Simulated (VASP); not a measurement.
Data:

```yaml
crystal:
  lattice:
    - [4.21395, 0.00000, 0.00000]
    - [0.00000, 4.21395, 0.00000]
    - [0.00000, 0.00000, 4.21395]
  atoms:
    - { symbol: Ba, position: [0.00000, 0.00000, 0.00000] }
    - { symbol: Zr, position: [0.50000, 0.50000, 0.50000] }
    - { symbol: O, position: [0.50000, 0.00000, 0.50000] }
    - { symbol: O, position: [0.00000, 0.50000, 0.50000] }
    - { symbol: O, position: [0.50000, 0.50000, 0.00000] }
```

Level of theory: r2SCAN meta-GGA, VASP's PBE PAW potentials (set 64) (plane waves; VASP). Settings: 520 eV cut-off, 5×5×5 Γ-centred mesh, Gaussian smearing of 0.050 eV, potentials Ba_sv Zr_sv O.

**Question.** Estimate the energy per atom (σ→0).

**Answer.** 
| Quantity | Result |
|---|---|
| energy per atom (σ→0) | -17.021 eV/atom |

The absolute energy has meaning only against runs of the same code, potentials and settings.

The compound is BaZrO3 in the cubic perovskite structure. It was relaxed first. The start is the result of an earlier pass.
